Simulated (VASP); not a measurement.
Wanted: the native input for a VASP 6.6.1 run.

```yaml
Task: density of states
Functional: LDA
Potentials_or_basis: VASP PAW LDA potentials, release 64 (Nb_sv, B)
Cutoff: 350 eV
k_mesh: 9 × 9 × 6
Occupations: gaussian, width 0.1 eV
Spin: no spin polarisation
k_mesh_for_the_DOS: 14 × 14 × 9
Occupations_for_the_DOS: tetrahedron
Further_INCAR_settings: ALGO = Normal; EDIFF = 1e-07; NBANDS = 16
```

Crystal: NbB2.

```xyz
3
Lattice="3.0734 0.0000 0.0000 -1.5367 2.6617 0.0000 0.0000 0.0000 3.2751" Properties=species:S:1:pos:R:3 pbc="T T T"
Nb    0.0000    0.0000    0.0000
B     0.0000    1.7744    1.6375
B     1.5367    0.8872    1.6375
```

These files were run (other wordings do the same):

POSCAR

```
NbB2                                    
1.0
    3.0734210982      0.0000000000      0.0000000000
   -1.5367105491      2.6616607515     -0.0000000000
    0.0000000000      0.0000000000      3.2750531448
  Nb              B             
     1     2
Direct
     0.0000000000000000    0.0000000000000000    0.0000000000000000
     0.3333333300000021    0.6666666699999979    0.5000000000000000
     0.6666666699999979    0.3333333300000021    0.5000000000000000
```

INCAR.step1

```
PREC = Accurate
ENCUT = 350
EDIFF = 1E-7
ISMEAR = 0
SIGMA = 0.1
LREAL = F
LASPH = T
NELM = 80
ALGO = Normal
ISIF = 2
LWAVE = F
LCHARG = T
LMAXMIX = 4
GGA = CA
NBANDS = 16
```

KPOINTS.step1

```
Automatic mesh
0
Gamma
  9 9 6
```

INCAR.step2

```
PREC = Accurate
ENCUT = 350
EDIFF = 1E-7
ISMEAR = -5
SIGMA = 0.1
LREAL = F
LASPH = T
NELM = 80
ALGO = Normal
ISIF = 2
LWAVE = F
LCHARG = F
LMAXMIX = 4
GGA = CA
LORBIT = 11
NBANDS = 16
NEDOS = 1001
ICHARG = 11
```

KPOINTS.step2

```
Automatic mesh
0
Gamma
  14 14 9
```

Potentials or basis: VASP PAW LDA potentials, release 64 (Nb_sv, B).

Run with:

```sh
$ cat potpaw_LDA.64/Nb_sv/POTCAR potpaw_LDA.64/B/POTCAR > POTCAR
$ cp INCAR.step1 INCAR
$ cp KPOINTS.step1 KPOINTS
$ mpirun -np 1 vasp_std > vasp.out
$ cp INCAR.step2 INCAR
$ cp KPOINTS.step2 KPOINTS
$ mpirun -np 1 vasp_std > vasp.out
```

Results of the run:

```
Valence electrons inside the program's atomic spheres : Nb 10.85; B 2.01
```

It took 28 s on 1 thread of AMD EPYC 7R13 Processor (Zen 3), with other jobs on the host, peak memory 0.11 GiB.
